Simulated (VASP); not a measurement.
```
CELL_PARAMETERS angstrom
      3.70498     0.00000     0.00000
      0.00000     3.70498     0.00000
      0.00000     0.00000     3.70498
ATOMIC_POSITIONS crystal
  Tl 0.00000 0.00000 0.00000
  Cl 0.50000 0.50000 0.50000
```

Level of theory: PBE GGA, VASP's PBE PAW potentials (set 64) (plane waves; VASP). Numerical set-up: 500 eV cut-off, 7×7×7 Γ-centred mesh, Gaussian smearing of 0.050 eV, potentials Tl_d Cl.

Question: Estimate the energy per atom (σ→0), pressure.

Answer: 
The energy per atom (σ→0) is -2.951 eV/atom and the pressure is 49.5 kbar.

Total energies compare only between runs with the same potentials, cut-off and functional.

The compound is TlCl in the CsCl type structure. It was relaxed first under an external pressure of 5 GPa.
